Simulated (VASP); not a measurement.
Consider the following.

```
Pb2SSe
1.0
    4.20156     0.00000     0.00000
    0.00000     4.20156     0.00000
    0.00000     0.00000     5.97303
Pb Se S
2 1 1
Direct
  0.00000   0.00000   0.00000
  0.50000   0.50000   0.50000
  0.50000   0.50000   0.00000
  0.00000   0.00000   0.50000
```

Level of theory: LDA (Ceperley-Alder, Perdew-Zunger), VASP's LDA PAW potentials (set 64) (plane waves; VASP). Settings: 400 eV cut-off, 6×6×4 Γ-centred mesh, tetrahedra with Blöchl corrections, potentials Pb_d Se S.

The cores are frozen, which limits the accuracy of field gradients.

**Question.** Give the principal components of the electric field gradient (V/Å²) and the asymmetry η at each nucleus.

**Answer.** 
```csv
atom,Vxx,Vyy,Vzz,η
Pb1,-44.5,-44.5,89.0,0.00
Pb2,20.7,20.7,-41.4,0.00
Se3,6.6,6.6,-13.2,0.00
S4,-1.8,-1.8,3.7,0.00
```

The structure comes from a computed database's Pb2SeS entry (P4/mmm); how it stands against other phases isn't given here. It was relaxed first, which changed the volume by -6 %.
